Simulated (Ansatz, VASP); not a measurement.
# SiC (Moissanite 3C): VASP beside Ansatz, part 2 of 2

Wanted: the spread between two codes on one cell, functional and k mesh. The cell is taken from a series of runs on this material, whose earlier steps may have relaxed, scaled, displaced or heated it; both programs get it as it stands.

VASP 6.6.1 and Ansatz 0.2.0.

So far: Starting point; VASP: zone-centre phonons, LDA.

## 3. Ansatz: zone-centre phonons, LDA

Level of this step: Ansatz beside VASP: Kohn-Sham DFT, plane waves, LDA (Ansatz).

Ansatz runs on norm-conserving files, of PseudoDojo where its log says so.

The same cell, functional (in two slightly different forms) and mesh now go to Ansatz.

The input, input.yaml:

```yaml
crystal:
  lattice:
    - [-2.1628607162, 0.0, 2.1628607162]
    - [0.0, 2.1628607162, 2.1628607162]
    - [-2.1628607162, 2.1628607162, 0.0]
  atoms:
    - { symbol: Si, position: [0.0, 0.0, 0.0] }
    - { symbol: C, position: [0.25, 0.25, 0.25] }
kpoints:
  mp_grid: { grid: [12, 12, 12] }
hamiltonian:
  xc: lda
  pseudopotentials: { kind: nc, accuracy: standard }
scf:
  occupations: { method: fixed }
output:
  eigenvalues: true
basis:
  ecutwfc: 1006.821
phonons:
  method: dfpt
  dielectric: true
  rigid_motions: translations
```

Launch:

```console
$ ansatz run input.yaml --threads 4 --pin off --max-ram 8192MiB --backend cpu --events-out ev --progress --plain --runs-dir out
```

What it wrote:

```text
Warning: basis.ecutwfc = 1006.821 eV is below the records' recommended 1115.666836 eV, and the density's cutoff is lower with it unless basis.ecutrho_ratio is high enough to keep the records' density cutoff: compare with a run at a higher cutoff
Engine: ansatz 0.2.0, aarch64-unknown-linux-gnu
Pseudopotentials: kind: nc
Pseudopotential: Si, nc, valence charge 4, recommended cutoff 435.38218 eV (normal), Si.nc.azcp (PseudoDojo's, or run here from an input of PseudoDojo's; its table is named by hamiltonian.pseudopotentials.accuracy)
Pseudopotential: C, nc, valence charge 4, recommended cutoff 1115.666836 eV (normal), C.nc.azcp (PseudoDojo's, or run here from an input of PseudoDojo's; its table is named by hamiltonian.pseudopotentials.accuracy)
Functional definition: SPW92
  exchange = slater_x
  correlation = pw_c
Crystal: 2 atoms, lattice volume = 20.236 Å³
Basis set: ecut = 1006.821 eV, 1459 PW (Γ), exchange–correlation on 64×64×64 points (8 copies of the dense FFT grid, shifted against one another)
Bands: 8, of which v1, the nominal top of the filled ones, is band 4 counted from 1 (3 counted from 0)
Symmetry: 24 space group operations
k-points: 280 of 1728 (irreducible under 4 space group operations, time reversal used)
Non-local potential: Si, projectors of the file, l = 0: 2, l = 1: 2, l = 2: 2
Non-local potential: C, projectors of the file, l = 0: 2, l = 1: 2
Initial density: superposition of atomic densities (chi_scale 0.1, normalization cell, long waves kept (reshape's long-wave potential 0.00 eV rms))
Initial wavefunctions: pseudopotential atomic-orbital guess
Functional: x = slater, c = lda
SCF iter   1: F=—  HF=-282.454807 eV  |F-HF|=—  |Δ(HF+E_count)|=         —  Δρ=1.48e-1  dr2=5.29e0  ethr=3.10e-3  ⟨swp⟩=4.6  Hψ=15998  notcnv=0  defer=524
preconditioner: auto → none  [insulator: Δε(μ)=3.439 eV  Ē_g=14.919 eV  n_scr=0 (ndim 8)  ℏωp=23.3 eV  f_vac=0.000  ε∞_Penn≈3.4]
SCF iter   2: F=—  HF=-280.834138 eV  |F-HF|=—  |Δ(HF+E_count)|=    1.62e0  Δρ=5.07e-2  dr2=3.33e-1  ethr=3.10e-3  ⟨swp⟩=3.1  Hψ=7330  notcnv=0  defer=526
SCF iter   3: F=—  HF=-280.740185 eV  |F-HF|=—  |Δ(HF+E_count)|=   9.40e-2  Δρ=1.93e-2  dr2=3.80e-2  ethr=3.10e-3  ⟨swp⟩=2.6  Hψ=4246  notcnv=0  defer=529
SCF iter   4: F=—  HF=-280.731169 eV  |F-HF|=—  |Δ(HF+E_count)|=   9.02e-3  Δρ=1.08e-3  dr2=1.13e-4  ethr=4.75e-4  ⟨swp⟩=2.0  Hψ=2659  notcnv=0  defer=539
SCF iter   5: F=—  HF=-280.731213 eV  |F-HF|=—  |Δ(HF+E_count)|=   4.35e-5  Δρ=1.72e-4  dr2=2.33e-6  ethr=1.42e-6  ⟨swp⟩=2.1  Hψ=3572  notcnv=0  defer=546
SCF iter   6: F=—  HF=-280.731214 eV  |F-HF|=—  |Δ(HF+E_count)|=   7.13e-7  Δρ=2.24e-5  dr2=5.29e-8  ethr=2.91e-8  ⟨swp⟩=2.0  Hψ=3134  notcnv=0  defer=10
SCF iter   7: F=—  HF=-280.731214 eV  |F-HF|=—  |Δ(HF+E_count)|=   3.15e-8  Δρ=2.19e-6  dr2=3.53e-10  ethr=6.61e-10  ⟨swp⟩=1.9  Hψ=3059  notcnv=0
SCF iter   8: F=-280.731214 eV  HF=-280.731214 eV  |F-HF|=1.42e-12  |Δ(HF+E_count)|=  9.35e-11  Δρ=1.48e-7  dr2=2.54e-12  ethr=1.25e-12  ⟨swp⟩=7.3  Hψ=13805  notcnv=0
SCF 1 converged in 8 iterations: F = -280.731214 eV  dr2 = 2.54e-12
NSCF: frozen V_eff on 2 k-points
DFPT response loops at Γ: preconditioner auto → none (the input reference at scf.mixing.eps_inf says where Resta's filter doesn't serve); β = 0.50; Broyden in place of MSR1
── the response to a field inside a basis, on 12×12×12 k-points: an SCF that follows is theirs, and a resumed run solves both again ──
Bands: 5, of which v1, the nominal top of the filled ones, is band 4 counted from 1 (3 counted from 0)
k-points: 182 of 1728 (irreducible under 6 space group operations, time reversal used)
Initial density: handed on by an earlier stage of this run
Initial wavefunctions: pseudopotential atomic-orbital guess (no wavefunctions were taken with the density)
Eigensolver: Dense (182 Hₖ)
SCF iter   1: F=—  HF=-280.732232 eV  |F-HF|=—  |Δ(HF+E_count)|=         —  Δρ=3.20e-4  dr2=1.73e-6  ethr=1.00e-1
preconditioner: auto → none  [insulator: Δε(μ)=1.473 eV  Ē_g=10.738 eV  n_scr=0 (ndim 8)  ℏωp=23.3 eV  f_vac=0.000  ε∞_Penn≈5.7]
SCF iter   2: F=—  HF=-280.732233 eV  |F-HF|=—  |Δ(HF+E_count)|=   1.31e-6  Δρ=1.62e-4  dr2=3.79e-7  ethr=2.17e-8
SCF iter   3: F=-280.732233 eV  HF=-280.732233 eV  |F-HF|=1.42e-8  |Δ(HF+E_count)|=   4.85e-7  Δρ=3.88e-5  dr2=6.57e-8  ethr=4.74e-9
SCF 1 converged in 3 iterations: F = -280.732233 eV  dr2 = 6.57e-8
DFPT response loops at Γ: mixed as the last ones told, above
SCF converged after 8 iterations
Free energy (F): -280.731214 eV
Harris-Foulkes:  -280.731214 eV  (|F-HF|=1.42e-12)
Internal energy: -280.731214 eV  (E = F + TS)
E sigma→0 (E₀):  -280.731214 eV
Fermi energy:    9.533936 eV
--- Per-component energies (eV) ---
  E_band       = 28.856541
  E_kinetic    = 162.493289
  E_local      = -92.274791  (includes V_loc(G=0)·N_el)
  E_nonlocal   = 8.012174
  E_hartree    = 31.218371
  E_xc         = -103.271416
  E_vxc        = -111.810857  (∫ρ·V_xc dr)
  E_ewald      = -286.908839
  E_smearing   = -0.000000  (= −TS)
  E_closure    = -0.000000  (closes the sum)
  Σ components = -280.731214   (vs F -280.731214, Δ=0.00e0)
--- Band table (eV; the first three rows and the last of 280) ---
  k-point 0: bands = ["-5.9665", "9.5339", "9.5339", "9.5339", "16.0841", "16.8913", "16.8913", "16.8913"]
  k-point 1: bands = ["-5.8280", "8.8128", "9.4378", "9.4378", "16.2620", "17.0686", "17.0686", "17.0845"]
  k-point 2: bands = ["-5.4160", "7.1637", "9.2001", "9.2001", "16.0422", "17.4111", "17.4111", "18.0264"]
  k-point 279: bands = ["-0.7599", "1.6374", "6.2919", "6.2919", "10.8445", "13.8149", "23.6073", "23.6073"]
--- Phonons (Γ-DFPT): 2 representative perturbations + reference, on 280 of 1728 k-points (Σ response iterations 6) ---
  k mesh reduced under 4 symmetry operations, with k and −k counted as one. Each operation leaves every solved perturbation unchanged. A smaller set is not considered because the run solves the response to a homogeneous field
  ASR residual: 9.708e-5 → 0.000e0 eV/Å²; symmetrization residual: 3.768e-7 eV/Å²
  ASR residual per site (eV/Å²): 4.54e-6 9.71e-5
  Γ frequencies (cm⁻¹): 0.00 0.00 0.00 797.98 797.98 797.98
  ε∞ (high-frequency dielectric tensor):
        6.869626    -0.000000     0.000000
       -0.000000     6.869626    -0.000000
        0.000000    -0.000000     6.869626
  ε⁰ (static dielectric tensor: ions relaxed, cell fixed):
       10.233399     0.000000     0.000000
        0.000000    10.233399    -0.000000
        0.000000    -0.000000    10.233399
  ε⁰ − ε∞ (ionic part):
        3.363773     0.000000     0.000000
        0.000000     3.363773     0.000000
        0.000000     0.000000     3.363773
  softest optical mode at Γ: 797.98 cm⁻¹; the repairs (sum rule, projections) moved no ω² at Γ by more than (1.50 cm⁻¹)²
  Born effective charges Z* (e; rows j = field, columns β = displacement):
    site 0:
         2.72226    0.00000    0.00000
         0.00000    2.72226   -0.00000
         0.00000    0.00000    2.72226
    site 1:
        -2.72226   -0.00000   -0.00000
         0.00000   -2.72226    0.00000
        -0.00000   -0.00000   -2.72226
  Z* charge neutrality: 1.603e-4 e pre-enforcement
  solved inside a basis spanned on kpoints, on 12×12×12 k-points, its susceptibility summed on 16×16×16: ε∞ is read to err by 1.9e-2, Z* by 8.7e-3 e (field_mesh: kpoints solves on kpoints); Z* is corrected for what the basis lacks
  optical modes at Γ without the LO–TO term, one row a degenerate level:
      ω (cm⁻¹)  modes    IR ((D/Å)²/amu)
        797.98      3            60.9664
  optical modes at Γ + LO–TO along q̂ = [1.0000, 0.0000, 0.0000]:
      ω (cm⁻¹)  modes    IR ((D/Å)²/amu)
        797.98      2            40.6443
        973.95      1            20.3221
  optical modes at Γ + LO–TO along q̂ = [0.0000, 1.0000, 0.0000]:
      ω (cm⁻¹)  modes    IR ((D/Å)²/amu)
        797.98      2            40.6443
        973.95      1            20.3221
  optical modes at Γ + LO–TO along q̂ = [0.0000, 0.0000, 1.0000]:
      ω (cm⁻¹)  modes    IR ((D/Å)²/amu)
        797.98      2            40.6443
        973.95      1            20.3221
```

The column dr2 measures how far the density is from self-consistency, as an energy; F and HF (Harris–Foulkes) agree once it is small.

## 4. Differences

Known differences besides the potentials themselves: the two LDA forms differ slightly; fixed occupations in Ansatz, narrow Gaussian smearing in VASP; VASP's response is taken on the typed mesh, Ansatz refines its own for the field response alone; the cutoff is 1006.82 eV in Ansatz and 600 eV in VASP; VASP's log shows a relativistic correction to its local exchange, Ansatz's none; Ansatz's log warns that its cutoff lies below the recommended one. Total energies have different zeros and are not compared.

Compared:

| quantity | Ansatz | VASP | difference |
| --- | --- | --- | --- |
| ε∞ xx | 6.87 | 6.93 | -0.94 % |
| ε∞ yy | 6.87 | 6.93 | -0.94 % |
| ε∞ zz | 6.87 | 6.93 | -0.94 % |
| Born charge of Si1 (mean of the diagonal) (e) | 2.72 | 2.72 | +0.01 |
| Born charge of C2 (mean of the diagonal) (e) | -2.72 | -2.72 | -0.01 |
| optical mode 1 to 3 (cm⁻¹) | 798.0 | 799.8 | -0.23 % |

Modes are paired by rising frequency, not by their patterns, so a pair may set unlike modes beside each other; they are those without the splitting of longitudinal modes.

## 5. What came out

```yaml
r_m_s_difference_of_the_optical_zone_centre_modes_each_program_s_sorted_by_frequency_zone_centre_phonons_lda: 1.8 cm⁻¹
difference_in_eps_infinity_xx_zone_centre_phonons_lda: -0.9 %
```

What this shows: The r.m.s. difference of the optical zone-centre modes, each program's sorted by frequency is 1.8 cm⁻¹ (zone-centre phonons, LDA). Among the rows given in per cent, the largest difference of the zone-centre phonons, LDA pair is in ε∞ xx, -0.9 %. How closely two codes agree says nothing of how well the functional describes the real material.

[Lines on the potential files, build, host, timing and source positions are cut from VASP's logs without a mark.]

[Logs are printed without paths, hosts, clocks, repeated set-up lines and the standing remarks that a program may print on its own settings, such as how far it seeks lower states.]

[Hosts, paths, dates, database ids (printed as entryN), source tags and the programs' standing remarks are cut or masked in the printed files.]
